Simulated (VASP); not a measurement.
Here is the system:

```
Rb
1.0
    7.88612     0.00000     0.00000
   -3.94306     6.82958     0.00000
    0.00000     0.00000    24.46290
Rb
6
Cartesian
  0.00000   4.55306   8.20708
  0.00000   0.00000   9.81684
  3.94306   2.27652  11.42657
  0.00000   4.55306  13.03633
  0.00000   0.00000  14.64606
  3.94306   2.27652  16.25582
```

Computed with PBEsol GGA, VASP's PBE PAW potentials (set 64) (plane waves; VASP). Numerical set-up: PREC = Normal, EDIFF = 1E-5, 400 eV cut-off, 4×4×1 Γ-centred mesh, first-order Methfessel-Paxton smearing of 0.10 eV, potentials Rb_sv.

### Question
The ions are relaxed. Give the cell that the relaxation ends in.

### Answer

```
Rb
1.0
    7.88612     0.00000     0.00000
   -3.94306     6.82958     0.00000
    0.00000     0.00000    24.46290
Rb
6
Direct
  0.33333   0.66667   0.35061
  0.00000   0.00000   0.40744
  0.66667   0.33333   0.45854
  0.33333   0.66667   0.54146
  0.00000   0.00000   0.59256
  0.66667   0.33333   0.64939
```

### Question
How much energy does the relaxation gain?

### Answer
The energy (σ→0) changes by -9.2 meV/atom, in 7 ionic steps.

```csv
step,E(σ→0) (eV),max force (eV/Å),pressure (GPa),volume (Å³)
1,-5.3347,0.082,-0.05,1317.55
2,-5.3357,0.081,-0.05,1317.55
3,-5.3386,0.080,-0.05,1317.55
4,-5.3442,0.076,-0.04,1317.55
5,-5.3544,0.068,-0.04,1317.55
6,-5.3715,0.052,-0.03,1317.55
7,-5.3902,0.017,0.00,1317.55
```

The cell is a thin slab with vacuum, built from Rb (bcc): (111) face.
